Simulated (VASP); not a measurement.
# SiSnGe with optB86b-vdW: from relaxation to properties, part 5 of 5

Aim: relax SiSnGe, then compute properties on the relaxed cell. The cell is invented: it takes the structure of a Materials Project entry for SrSiGe (space group 187 there), with some of its atoms replaced by other elements, volume scaled by an estimate. It may not be a known or stable phase.

VASP 6.6.1, plane waves and PAW; the level of theory is named at each step.

So far. Step 7 (Density of states (optB86b-vdW)): The finer mesh and the other smearing move the Fermi level by +0.08 eV from the 6×6×7 run, one measure of the sampling error in the zero of the bands above. Of the states within 0.3 eV of the Fermi level, the largest shares in the PAW spheres are Sn p 13 %, Ge p 13 % and Si p 10 %. The rest lies in smaller channels or between the spheres. The relaxed cell has a = 4.595, c = 3.414 Å (conventional setting).

The structure was built from a prototype and need not be the compound's stable phase.

### 9. Band structure (optB86b-vdW + SOC)

This step: optB86b-vdW, spin-orbit coupling; plane waves and PAW (Sn_d, Ge_d, Si); invented cell (VASP 6.6.1).

Levels along the symmetry lines show where the bands peak and cross; KPOINTS_OPT computes them in the converged potential. Spin-orbit coupling needs spinors and the noncollinear program, where each band holds one electron.

INCAR reads:

```
SYSTEM = SiSnGe
PREC = Accurate
ENCUT = 410
EDIFF = 1E-06
NELM = 100
ISMEAR = 0
SIGMA = 0.05
LREAL = .FALSE.
ALGO = Normal
GGA = MK
AGGAC = 0
LUSE_VDW = .TRUE.
PARAM1 = 0.1234
PARAM2 = 1
LASPH = .TRUE.
LNONCOLLINEAR = .TRUE.
MAGMOM = 0 0 0 0 0 0 0 0 0
NBANDS = 44
GGA_COMPAT = .FALSE.
LSORBIT = .TRUE.
LORBIT = 11
LWAVE = .FALSE.
LCHARG = .FALSE.
```

POSCAR reads:

```
SiSnGe
1.0
    4.5946423539      0.0000000000      0.0000000000
   -2.2973211770      3.9790770359      0.0000000000
    0.0000000000      0.0000000000      3.4139887757
Sn Ge Si
1 1 1
Direct
    0.6666666700      0.3333333300      0.0000000000
    0.0000000000      0.0000000000      0.5000000000
    0.3333333300      0.6666666700      0.5000000000
```

KPOINTS reads:

```
Automatic mesh
0
Gamma
5 5 5
0 0 0
```

KPOINTS_OPT reads:

```
Line mode
16
Line-mode
Reciprocal
  0.00000000   0.00000000   0.00000000 GAMMA
  0.50000000   0.00000000   0.00000000 M

  0.50000000   0.00000000   0.00000000 M
  0.33333333   0.33333333   0.00000000 K

  0.33333333   0.33333333   0.00000000 K
  0.00000000   0.00000000   0.00000000 GAMMA

  0.00000000   0.00000000   0.00000000 GAMMA
  0.00000000   0.00000000   0.50000000 A

  0.00000000   0.00000000   0.50000000 A
  0.50000000   0.00000000   0.50000000 L

  0.50000000   0.00000000   0.50000000 L
  0.33333333   0.33333333   0.50000000 H

  0.33333333   0.33333333   0.50000000 H
  0.00000000   0.00000000   0.50000000 A

  0.50000000   0.00000000   0.50000000 L
  0.50000000   0.00000000   0.00000000 M

  0.33333333   0.33333333   0.00000000 K
  0.33333333   0.33333333   0.50000000 H
```

PAW data sets: Sn_d, Ge_d and Si (PBE family, release 64).

The run is started by

```bash
> mpirun -np 1 vasp_ncl
```

The program printed:

```text
[... set-up lines as in an earlier step ...]
 entering main loop
       N       E                     dE             d eps       ncg     rms          rms(c)
DAV:   1     0.295546618941E+03    0.29555E+03   -0.13095E+04  2204   0.262E+03
DAV:   2     0.506684164120E+02   -0.24488E+03   -0.23395E+03  1848   0.696E+02
DAV:   3    -0.184593311355E+01   -0.52514E+02   -0.51117E+02  2028   0.198E+02
DAV:   4    -0.506335863728E+01   -0.32174E+01   -0.31880E+01  2284   0.565E+01
DAV:   5    -0.514444357325E+01   -0.81085E-01   -0.81021E-01  2240   0.947E+00    0.270E+00
DAV:   6    -0.506413966927E+01    0.80304E-01   -0.10443E-01  2516   0.355E+00    0.151E+00
DAV:   7    -0.504990965817E+01    0.14230E-01   -0.54462E-02  2168   0.184E+00    0.565E-01
DAV:   8    -0.504900378510E+01    0.90587E-03   -0.56298E-03  2132   0.704E-01    0.282E-01
DAV:   9    -0.504866129304E+01    0.34249E-03   -0.10138E-03  2340   0.310E-01    0.619E-02
DAV:  10    -0.504865125054E+01    0.10042E-04   -0.11272E-04  2252   0.139E-01    0.280E-02
DAV:  11    -0.504865195973E+01   -0.70918E-06   -0.32381E-05  2152   0.720E-02    0.716E-03
DAV:  12    -0.504865190820E+01    0.51527E-07   -0.44507E-06  1868   0.194E-02
   1 F= -.50486519E+01 E0= -.50476546E+01  d E =-.199469E-02  mag=    -0.0000    -0.0000     0.0000
 Start KPOINTS_OPT (optional k-point list driver)
k-point batch [1-21\144]
       N       E                     dE             ncg
DAV:   1     0.709111578881E+03   -0.61197E+04     2184
DAV:   2    -0.448170511517E+04   -0.51908E+04     1848
DAV:   3    -0.560661596965E+04   -0.11249E+04     2048
DAV:   4    -0.567876371445E+04   -0.72148E+02     2336
DAV:   5    -0.568079014336E+04   -0.20264E+01     2328
DAV:   6    -0.568086520235E+04   -0.75059E-01     2588
DAV:   7    -0.568086738811E+04   -0.21858E-02     2720
DAV:   8    -0.568086740991E+04   -0.21805E-04     2532
DAV:   9    -0.568086741029E+04   -0.37631E-06     1564
[...]
k-point batch [127-144\144]
       N       E                     dE             ncg
DAV:   1     0.252035292337E+04   -0.14437E+05     1884
DAV:   2    -0.195441194628E+04   -0.44748E+04     1584
DAV:   3    -0.292709097863E+04   -0.97268E+03     1796
DAV:   4    -0.298812573973E+04   -0.61035E+02     1852
DAV:   5    -0.298973300708E+04   -0.16073E+01     1988
DAV:   6    -0.298979369731E+04   -0.60690E-01     2008
DAV:   7    -0.298979672877E+04   -0.30315E-02     2404
DAV:   8    -0.298979674505E+04   -0.16278E-04     2000
DAV:   9    -0.298979674542E+04   -0.37395E-06     1256
```

Run time: 6.7 min. Hardware: 1 MPI rank of AMD EPYC 7R43, shared host; peak memory 0.44 GiB.

Parts of OUTCAR (step 9):

```text
   k-points           NKPTS =     21   k-points in BZ     NKDIM =     21   number of bands    NBANDS=     44

   NELECT =      32.0000    total number of electrons

 E-fermi :   7.7198

 k-point     1 :       0.0000    0.0000    0.0000
  band No.  band energies     occupation
    ...
     32       5.5271      1.00000
     33       5.7565      1.00000
     34       5.7565      1.00000
     35       7.5975      0.99973
     36       7.5975      0.99973
     37      11.6542      0.00000
     38      11.6542      0.00000
     39      13.6563      0.00000
     40      13.6563      0.00000
     41      15.4198      0.00000
    ...

Total vdW correction in eV:      5.2499206

  Total        0.2304302      0.2304302     -0.2371674     -0.0000000      0.0000000      0.0000000
  in kB        5.9149879      5.9149880     -6.0879263     -0.0000000      0.0000000      0.0000000
  external PRESSURE =       1.9140165 kB  Pullay stress =       0.0000000 kB

 POSITION                                       TOTAL-FORCE (eV/Angst)
 -----------------------------------------------------------------------------------
      2.29732      1.32636      0.00000         0.000000     -0.000000      0.000000
      0.00000      0.00000      1.70699         0.000000      0.000000      0.000000
     -0.00000      2.65272      1.70699        -0.000000      0.000000      0.000000
 -----------------------------------------------------------------------------------
    total drift:                               -0.000015      0.000008      0.000000

  FREE ENERGIE OF THE ION-ELECTRON SYSTEM (eV)
  ---------------------------------------------------
  free  energy   TOTEN  =        -5.0486519082 eV

  energy  without entropy=       -5.0466572134  energy(sigma->0) =       -5.04765456

Total vdW correction in eV:      5.2498909

 Spin-Orbit-Coupling matrix elements
 Ion:    1  E_soc:     -0.1050940
 Ion:    2  E_soc:     -0.0186029
 Ion:    3  E_soc:     -0.0006554

 magnetization (x)
# of ion       s       p       d       tot
------------------------------------------
    1        0.000   0.000   0.000   0.000
    2        0.000  -0.000  -0.000  -0.000
    3       -0.000  -0.000   0.000  -0.000
--------------------------------------------------
tot         -0.000  -0.000   0.000  -0.000

 magnetization (y)
# of ion       s       p       d       tot
------------------------------------------
    1       -0.000  -0.000   0.000  -0.000
    2       -0.000   0.000   0.000  -0.000
    3        0.000  -0.000   0.000  -0.000
--------------------------------------------------
tot         -0.000  -0.000   0.000  -0.000

 magnetization (z)
# of ion       s       p       d       tot
------------------------------------------
    1        0.000   0.000   0.000   0.000
    2        0.000   0.000   0.000   0.000
    3        0.000  -0.000   0.000  -0.000
--------------------------------------------------
tot          0.000  -0.000   0.000   0.000

[... 6 parts as in an earlier step ...]

[... 10 further parts left out ...]
```

This step gave:

```yaml
scf_cycles: 12
bands: 44
irreducible_k_points: 21
free_energy_toten: -5.049 eV
energy_at_zero_smearing: -5.048 eV
fermi_energy: 7.720 eV
pressure: 0.1914 GPa
```

On-site spin-orbit energy by atom:

```csv
atom,on-site spin-orbit energy (eV)
Sn1,-0.105
Ge2,-0.019
Si3,-0.001
```

Electronic bands along the path, in eV, zero at the Fermi level; # counts the bands kept in this run, so #1 is VASP's band 21:

```csv
point,#9,#10,#11,#12,#13,#14,#15,#16
Γ,-2.65,-2.65,-2.19,-2.19,-1.96,-1.96,-0.12,-0.12
0.47 of the way,-0.98,-0.98,0.26,0.26,0.44,0.44,1.54,1.54
M,2.03,2.03,2.31,2.31,2.41,2.41,3.09,3.09
0.47 of the way,1.34,1.35,2.05,2.05,2.18,2.20,2.56,2.57
K,0.04,0.18,0.48,0.56,2.61,2.62,2.75,2.75
0.47 of the way,-1.91,-1.89,0.78,0.78,2.18,2.19,2.54,2.55
Γ,-2.65,-2.65,-2.19,-2.19,-1.96,-1.96,-0.12,-0.12
0.47 of the way,-2.26,-2.25,-1.58,-1.58,-1.34,-1.34,-1.19,-1.19
A,-1.62,-1.62,0.25,0.25,0.53,0.53,0.92,0.92
0.53 of the way,-2.35,-2.35,-2.02,-2.02,-0.25,-0.25,0.44,0.44
L,-2.72,-2.72,-2.69,-2.69,-0.74,-0.74,0.00,0.00
0.47 of the way,-4.47,-4.43,-2.36,-2.36,-0.52,-0.51,1.93,1.94
H,-3.97,-3.87,-3.86,-3.77,1.84,1.87,2.39,2.41
0.47 of the way,-2.88,-2.88,-1.72,-1.72,-0.04,-0.04,0.59,0.64
A,-1.62,-1.62,0.25,0.25,0.53,0.53,0.92,0.92
jump to L,-2.72,-2.72,-2.69,-2.69,-0.74,-0.74,0.00,0.00
0.47 of the way,-2.40,-2.40,-1.90,-1.89,1.65,1.66,2.17,2.17
M,2.03,2.03,2.31,2.31,2.41,2.41,3.09,3.09
jump to K,0.04,0.18,0.48,0.56,2.61,2.62,2.75,2.75
0.47 of the way,-1.30,-1.19,-1.11,-1.03,1.00,1.04,1.26,1.29
H,-3.97,-3.87,-3.86,-3.77,1.84,1.87,2.39,2.41
```

Of the projections kept (Sn, Ge, Si), the largest for each band there, as a share of the weight inside these atoms' spheres; weight between the spheres isn't counted:

| point | #9 | #10 | #11 | #12 | #13 | #14 | #15 | #16 |
| --- | --- | --- | --- | --- | --- | --- | --- | --- |
| Γ | Ge 0.59 | Ge 0.59 | Sn 0.68 | Sn 0.68 | Sn 0.67 | Sn 0.67 | Ge 0.38 | Ge 0.38 |
| M | Ge 0.49 | Ge 0.49 | Sn 0.35 | Sn 0.35 | Sn 0.42 | Sn 0.42 | Sn 0.57 | Sn 0.57 |
| K | Sn 0.42 | Sn 0.39 | Sn 0.38 | Ge 0.38 | Si 0.91 | Si 0.91 | Ge 0.95 | Ge 0.94 |
| Γ | Ge 0.59 | Ge 0.59 | Sn 0.68 | Sn 0.68 | Sn 0.67 | Sn 0.67 | Ge 0.38 | Ge 0.38 |
| A | Ge 0.60 | Ge 0.60 | Sn 0.77 | Sn 0.77 | Sn 0.65 | Sn 0.65 | Ge 0.65 | Ge 0.65 |
| L | Ge 0.52 | Ge 0.52 | Sn 0.41 | Sn 0.41 | Ge 0.39 | Ge 0.39 | Sn 0.92 | Sn 0.92 |

There is no gap at this level.

Of the bands kept, 8 cross the Fermi level on this path (spinor bands, one electron each).

### 10. Total and projected DOS (optB86b-vdW) with a changed input

This step: optB86b-vdW; plane waves and PAW (Sn_d, Ge_d, Si); invented cell (VASP 6.6.1).

Here the states are counted by energy and projected on the atoms. The mesh is finer than in the run before. Some settings are moved from the usual, to see what they do.

INCAR reads:

```
SYSTEM = SiSnGe
PREC = Single
ENCUT = 410
EDIFF = 1E-06
NELM = 100
ISMEAR = -5
SIGMA = 0.05
LREAL = Auto
ALGO = Normal
GGA = MK
AGGAC = 0
LUSE_VDW = .TRUE.
PARAM1 = 0.1234
PARAM2 = 1
LASPH = .TRUE.
NBANDS = 29
LORBIT = 11
LWAVE = .FALSE.
LCHARG = .FALSE.
NEDOS = 2001
```

POSCAR is that of step 9.

KPOINTS reads:

```
Automatic mesh
0
Gamma
8 8 10
0 0 0
```

The run is started by

```bash
> mpirun -np 1 vasp_std
```

The program printed:

```text
[banner, memory and clock lines left out]
running    1 mpi-ranks, on    1 nodes
 distrk:  each k-point on    1 cores,    1 groups
 distr:  one band on    1 cores,    1 groups

 POSCAR found type information on POSCAR SnGeSi
 POSCAR found :  3 types and       3 ions
 [... a notice as in an earlier step ...]

|                                                                             |
|               ----> ADVICE to this user running VASP <----                  |
|                                                                             |
|     You have a (more or less) 'small supercell' and for smaller cells       |
|     it is recommended to use the reciprocal-space projection scheme!        |
|     The real-space optimization is not efficient for small cells and it     |
|     is also less accurate ...                                               |
|     Therefore, set LREAL=.FALSE. in the INCAR file.                         |
|                                                                             |

 [... a notice as in an earlier step ...]

 LDA part: xc-table for (Slater+PW92), standard interpolation
 POSCAR, INCAR and KPOINTS ok, starting setup
 FFT: planning ... GRIDC
 FFT: planning ... GRID_SOFT
 FFT: planning ... GRID
 WAVECAR not read
 entering main loop
       N       E                     dE             d eps       ncg     rms          rms(c)
DAV:   1     0.249355341729E+03    0.24936E+03   -0.12773E+04  4246   0.197E+03
DAV:   2     0.325783955543E+02   -0.21678E+03   -0.20434E+03  3512   0.523E+02
DAV:   3    -0.380019710980E+01   -0.36379E+02   -0.35872E+02  3944   0.124E+02
DAV:   4    -0.514755468421E+01   -0.13474E+01   -0.13457E+01  4215   0.265E+01
DAV:   5    -0.517713030847E+01   -0.29576E-01   -0.29607E-01  4148   0.426E+00    0.268E+00
DAV:   6    -0.509290051362E+01    0.84230E-01   -0.66623E-02  4711   0.257E+00    0.153E+00
DAV:   7    -0.507704919709E+01    0.15851E-01   -0.36024E-02  4563   0.129E+00    0.384E-01
DAV:   8    -0.507537382484E+01    0.16754E-02   -0.58151E-03  4446   0.586E-01    0.967E-02
DAV:   9    -0.507543198289E+01   -0.58158E-04   -0.47666E-04  4464   0.144E-01    0.570E-02
DAV:  10    -0.507540784220E+01    0.24141E-04   -0.59948E-05  4762   0.591E-02    0.212E-02
DAV:  11    -0.507539785542E+01    0.99868E-05   -0.90477E-06  4675   0.229E-02    0.431E-03
DAV:  12    -0.507540426836E+01   -0.64129E-05   -0.13642E-06  3211   0.122E-02    0.308E-03
DAV:  13    -0.507540277350E+01    0.14949E-05   -0.22126E-07  2300   0.471E-03    0.601E-04
DAV:  14    -0.507540231306E+01    0.46045E-06   -0.42769E-08  2215   0.139E-03
   1 F= -.50754023E+01 E0= -.50754023E+01  d E =0.000000E+00
 [... a notice as in an earlier step ...]
```

Elapsed: 98 s, on 1 MPI rank; peak memory 0.21 GiB.

OUTCAR, selected parts (step 10):

```text
   NELECT =      32.0000    total number of electrons

 E-fermi :   7.7595

 k-point     1 :       0.0000    0.0000    0.0000
  band No.  band energies     occupation
    ...
     14       5.0515      2.00000
     15       5.0518      2.00000
     16       5.6577      2.00000
     17       5.6578      2.00000
     18       7.5919      2.42267
     19      11.6532      0.00000
     20      13.6565      0.00000
     21      15.5335      0.00000
     22      16.7646      0.00000
     23      16.7648      0.00000
    ...

Total vdW correction in eV:      5.2527190

  Total        0.1681183      0.1681183      0.2218765     -0.0000000      0.0000000      0.0000000
  in kB        4.3154825      4.3154826      5.6954194     -0.0000000      0.0000000      0.0000000
  external PRESSURE =       4.7754615 kB  Pullay stress =       0.0000000 kB

 POSITION                                       TOTAL-FORCE (eV/Angst)
 -----------------------------------------------------------------------------------
      2.29732      1.32636      0.00000         0.000000     -0.000000      0.000000
      0.00000      0.00000      1.70699        -0.000000      0.000000      0.000000
     -0.00000      2.65272      1.70699         0.000000     -0.000000      0.000000
 -----------------------------------------------------------------------------------
    total drift:                               -0.000088      0.000051      0.000000

  FREE ENERGIE OF THE ION-ELECTRON SYSTEM (eV)
  ---------------------------------------------------
  free  energy   TOTEN  =        -5.0754023131 eV

  energy  without entropy=       -5.0754023131  energy(sigma->0) =       -5.07540231

Total vdW correction in eV:      5.2527178

[... 7 parts as in an earlier step ...]

[... 10 further parts left out ...]
```

The run converged, and its energy and pressure stay near those of the sound run.

Against the sound run on this cell (density of states (optB86b-vdW)) the energy at zero smearing moves by -1.1 meV an atom and the pressure by +0.04 GPa.

Settings moved from the usual: PREC = Single and LREAL = Auto.

PREC = Single changes the FFT grids.

### 11. Self-consistent run (optB86b-vdW) with a changed input

This run is made with a changed input; what comes of it follows.

INCAR reads:

```
SYSTEM = SiSnGe
PREC = Accurate
ENCUT = 410
EDIFF = 1E-06
NELM = 51
ISMEAR = -5
SIGMA = 0.05
LREAL = .FALSE.
ALGO = Normal
GGA = MK
AGGAC = 0
LUSE_VDW = .TRUE.
PARAM1 = 0.1234
PARAM2 = 1
LASPH = .TRUE.
NBANDS = 22
LORBIT = 11
LWAVE = .FALSE.
LCHARG = .FALSE.
ISIF = 2
```

POSCAR is that of step 10.

KPOINTS reads:

```
Automatic mesh
0
Gamma
2 1 1
0 0 0
```

The run is started by

```bash
> mpirun -np 1 vasp_std
```

The program printed:

```text
[banner, memory and clock lines left out]
running    1 mpi-ranks, on    1 nodes
[...]
|                                                                             |
|               ----> ADVICE to this user running VASP <----                  |
|                                                                             |
|     You have switched on vdW-DFT.                                           |
|     This routine was written and supplied by Jiri Klimes. We recommend      |
|     that you carefully read and cite the following publications:            |
|       J. Klimes, D.R. Bowler, A. Michelides                                 |
|          J. Phys.: Cond Matt. 22 022201 (2010)                              |
|       J. Klimes, D.R. Bowler, A. Michelides                                 |
|          Phys. Rev. B. 83, 195131 (2011)                                    |
|     and references therein.                                                 |
|                                                                             |

|                                                                             |
|               ----> ADVICE to this user running VASP <----                  |
|                                                                             |
|     You enforced a specific xc type in the INCAR file but a different       |
|     [... a line on the potential file left out ...]
|     I HOPE YOU KNOW WHAT YOU ARE DOING!                                     |
|                                                                             |

 LDA part: xc-table for (Slater+PW92), standard interpolation
|                                                                             |
|           W    W    AA    RRRRR   N    N  II  N    N   GGGG   !!!           |
|           W    W   A  A   R    R  NN   N  II  NN   N  G    G  !!!           |
|           W    W  A    A  R    R  N N  N  II  N N  N  G       !!!           |
|           W WW W  AAAAAA  RRRRR   N  N N  II  N  N N  G  GGG   !            |
|           WW  WW  A    A  R   R   N   NN  II  N   NN  G    G                |
|           W    W  A    A  R    R  N    N  II  N    N   GGGG   !!!           |
|                                                                             |
|     Your reciprocal lattice and k-lattice belong to different lattice       |
|     classes:                                                                |
|                                                                             |
|        The reciprocal lattice is hexagonal,                                 |
|        whereas your k-lattice is simple orthorhombic.                       |
|                                                                             |
|     Results are often still useful ...                                      |
|                                                                             |

|                                                                             |
|     EEEEEEE  RRRRRR   RRRRRR   OOOOOOO  RRRRRR      ###     ###     ###     |
|     E        R     R  R     R  O     O  R     R     ###     ###     ###     |
|     E        R     R  R     R  O     O  R     R     ###     ###     ###     |
|     EEEEE    RRRRRR   RRRRRR   O     O  RRRRRR       #       #       #      |
|     E        R   R    R   R    O     O  R   R                               |
|     E        R    R   R    R   O     O  R    R      ###     ###     ###     |
|     EEEEEEE  R     R  R     R  OOOOOOO  R     R     ###     ###     ###     |
|                                                                             |
|     IBZKPT: tetrahedron method fails for NKPT<4. NKPT = 2                   |
|                                                                             |
|       ---->  I REFUSE TO CONTINUE WITH THIS SICK JOB ... BYE!!! <----       |
|                                                                             |

1
```

Elapsed: 0.8 s, on 1 MPI rank.

VASP stopped before it finished a first electronic cycle.

VASP's message: “IBZKPT: tetrahedron method fails for NKPT<4. NKPT = 2”. No number of this run is used.

The fault in the input: tetrahedra on too few k points (ISMEAR = -5 and k-mesh = [2, 1, 1]). Use more k-points.

### 12. What came out

```yaml
relaxed_volume: 20.81 Å³/atom
relaxed_conventional_cell_a_b_c: 4.595, 4.595, 3.414 Å; angles 90.0, 90.0, 120.0°
space_group_after_relaxing_within_0p02_a: P-6m2 (No. 187)
band_gap: none, a metal
dos_at_the_fermi_level: 1.64 states/eV/cell
highest_zone_centre_mode: 213 cm⁻¹
band_gap_optb86b_vdw_soc: none, a metal
```

What this shows: With optB86b-vdW, SiSnGe relaxes to 20.81 Å³/atom in space group P-6m2 (held by the symmetry of the run) and comes out as a metal. Bands along the symmetry lines (optB86b-vdW): Of the bands kept, 4 cross the Fermi level on this path. Zone-centre phonons (optB86b-vdW): The highest mode in this list at Γ, 213.2 cm⁻¹, is mostly motion of Si (73 % of the kinetic energy). Band structure (optB86b-vdW + SOC): Of the bands kept, 8 cross the Fermi level on this path (spinor bands, one electron each). The k-sampling is coarse for a metal, so the Fermi level, pressures and the shape of the cell carry errors. Modes at Γ alone can't show that the crystal is stable at other wave vectors. No search among competing phases was made. All values are for a static lattice at zero temperature.

[Lines on the potential files, build, host, timing and source positions are cut from VASP's logs without a mark.]

[Logs are printed without paths, hosts, clocks, repeated set-up lines and the standing remarks that a program may print on its own settings, such as how far it seeks lower states.]

[Hosts, paths, dates, database ids (printed as entryN), source tags and the programs' standing remarks are cut or masked in the printed files.]

[A measured line is paired with the nearest computed mode of its activity, which favours agreement.]

[In band tables of VASP the shares of atoms and orbitals are scaled to a sum of 1 inside the atoms' spheres.]
